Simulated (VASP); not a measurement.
TiPbO4:

```
CELL_PARAMETERS angstrom
0.00000 3.41439 3.41439
3.41439 0.00000 3.41439
3.41439 3.41439 0.00000
ATOMIC_POSITIONS crystal
Ti 0.75000 0.75000 0.75000
Pb 0.00000 0.00000 0.00000
O 0.37499 0.87502 0.37499
O 0.87502 0.37499 0.37499
O 0.37499 0.37499 0.87502
O 0.37499 0.37499 0.37499
```

The cell was built by a generator and needn't be a form met in nature.

```yaml
Program: VASP 6.6.1
Task: relaxation of cell and atoms
Functional: PBE
Potentials_or_basis: VASP PAW PBE potentials, release 64 (Ti_sv, Pb_d, O)
Cutoff: 520 eV
k_mesh: 4 × 4 × 4
Occupations: gaussian, width 0.15 eV
Spin: no spin polarisation
```

At the start: pressure -12.9 GPa; volume 13.27 Å³/atom.

Problem. How do energy, volume and symmetry change on relaxing?

Solution. Over 5 steps the energy falls by 81.8 meV/atom and the volume is 11.52 Å³/atom (-13.2 %); space group F-43m (No. 216, to 0.05 Å).

The path:
```tsv
step	energy change (eV)	largest force (eV/Å)	pressure (GPa)	volume (Å³)
1	0.0000	0.1514	-12.91	79.61
2	-0.4816	0.1020	1.93	67.92
3	-0.4890	0.1083	0.23	68.92
4	-0.4891	0.1103	-0.17	69.13
5	-0.4906	0.0233	-0.07	69.14
```

Final structure:
```cif
data_structure
_symmetry_space_group_name_H-M 'P 1'
_symmetry_Int_Tables_number 1
_cell_length_a 4.6069
_cell_length_b 4.6069
_cell_length_c 4.6069
_cell_angle_alpha 60.000
_cell_angle_beta 60.000
_cell_angle_gamma 60.000
_cell_volume 69.14
loop_
_atom_site_label
_atom_site_type_symbol
_atom_site_fract_x
_atom_site_fract_y
_atom_site_fract_z
_atom_site_occupancy
Ti1 Ti 0.75000 0.75000 0.75000 1
Pb1 Pb 0.00000 0.00000 0.00000 1
O1 O 0.37599 0.87202 0.37599 1
O2 O 0.87202 0.37599 0.37599 1
O3 O 0.37599 0.37599 0.87202 1
O4 O 0.37599 0.37599 0.37599 1
```

Caveat: the k mesh is coarse (spacing up to 0.40 Å⁻¹), so the values aren't converged.
